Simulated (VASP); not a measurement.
A convergence study with VASP on HgTe (zinc blende): one setting is varied, all else stays as given below, so the limit is that of these other settings.

```xyz
2
Lattice="0.0000 3.2300 3.2300 3.2300 0.0000 3.2300 3.2300 3.2300 0.0000" Properties=species:S:1:pos:R:3 pbc="T T T"
Hg     0.0000     0.0000     0.0000
Te     1.6150     1.6150     1.6150
```

Level of theory: LDA (Ceperley-Alder, Perdew-Zunger), VASP's LDA PAW potentials (set 64) (plane waves; VASP). The tightest run used: 550 eV cut-off, 12×12×12 Monkhorst-Pack mesh, Gaussian smearing of 0.050 eV, potentials Hg Te.

```tsv
setting	E (eV/atom)	pressure (GPa)	irreducible k-points
1×1×1 mesh	3.4978	51.20	1
2×2×2 mesh	-2.4654	0.10	2
3×3×3 mesh	-2.3509	1.12	4
4×4×4 mesh	-2.5176	-0.28	10
5×5×5 mesh	-2.5015	-0.11	10
```

**Question.** These are the cheaper rows. Estimate the results at 12×12×12 mesh, and how far the last row shown lies from them.

**Answer.** 
| quantity | tightest run | last row shown is off by |
|---|---|---|
| E (eV/atom) | -2.5193 | 0.0178 |
| pressure (GPa) | -0.29 | 0.18 |

Left out are rungs that failed or repeat a setting and relaxations that didn't move; long series are thinned to 24 rows.

The compound is HgTe in the zinc blende structure. The cell was not relaxed at this level.
